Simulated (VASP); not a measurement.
# SnSe2: relaxation of cell and atoms with PBE+D3(BJ)

SnSe2:

```xyz
3
Lattice="3.8394 0.0000 0.0000 -1.9197 3.3250 0.0000 0.0000 0.0000 6.0092" Properties=species:S:1:pos:R:3 pbc="T T T"
Sn    0.0000    0.0000    0.0000
Se    0.0000    2.2167    1.5959
Se    1.9197    1.1083    4.4133
```

```yaml
Program: VASP 6.6.1
Task: relaxation of cell and atoms
Functional: PBE
Dispersion: D3(BJ)
Potentials_or_basis: VASP PAW PBE potentials, release 64 (Sn_d, Se)
Cutoff: 600 eV
k_mesh: 9 × 9 × 5
Occupations: gaussian, width 0.03 eV
Spin: no spin polarisation
Further_INCAR_settings: ALGO = Normal; EDIFF = 1e-07; IBRION = 2; EDIFFG = -0.005; NSW = 90; ISIF = 3
```

| Item | Value |
| --- | --- |
| Relaxed volume | 25.58 Å³/atom |
| Relaxed cell | a = 3.841 Å, b = 3.841 Å, c = 6.007 Å, α = 90.00°, β = 90.00°, γ = 120.00° |
| Space group after relaxing (to 0.05 Å) | P-3m1 (No. 164) |
| Energy gained by relaxing | 0.0 meV/atom |
| Ionic steps | 2 |
| Pressure after relaxing | 0.0 GPa |
| Largest force after relaxing | 0.004 eV/Å |
| Band gap on the k mesh | 0.43 eV, indirect (least direct gap 0.81 eV) |
| Dispersion energy per atom | -0.364 eV |

Forces on the atoms (eV/Å):
```
Sn   0.000  0.000  0.000
Se   0.000  0.000 -0.004
Se   0.000  0.000  0.004
```

Final structure:
```cif
data_structure
_symmetry_space_group_name_H-M 'P 1'
_symmetry_Int_Tables_number 1
_cell_length_a 3.8408
_cell_length_b 3.8408
_cell_length_c 6.0073
_cell_angle_alpha 90.000
_cell_angle_beta 90.000
_cell_angle_gamma 120.000
_cell_volume 76.75
loop_
_atom_site_label
_atom_site_type_symbol
_atom_site_fract_x
_atom_site_fract_y
_atom_site_fract_z
_atom_site_occupancy
Sn1 Sn 0.00000 0.00000 0.00000 1
Se1 Se 0.33333 0.66667 0.26551 1
Se2 Se 0.66667 0.33333 0.73449 1
```

Levels at points of the mesh, in eV from the valence-band top:
| k point | band 10 | band 11 | band 12 | band 13 | band 14 | band 15 | band 16 | band 17 |
| --- | --- | --- | --- | --- | --- | --- | --- | --- |
| (0.00, 0.00, 0.00) | -0.70 | -0.54 | -0.54 | -0.10 | 0.71 | 2.93 | 4.49 | 4.49 |

Wall time 23 s on 2 MPI ranks on Intel(R) Xeon(R) 6975P-C (Granite Rapids), with other jobs on the host, peak memory 0.27 GiB a rank.

Caveat: spin-orbit coupling is left out, which moves the levels of the heavy elements; an odd mesh through Γ misses points on the zone boundary, where band edges often lie.
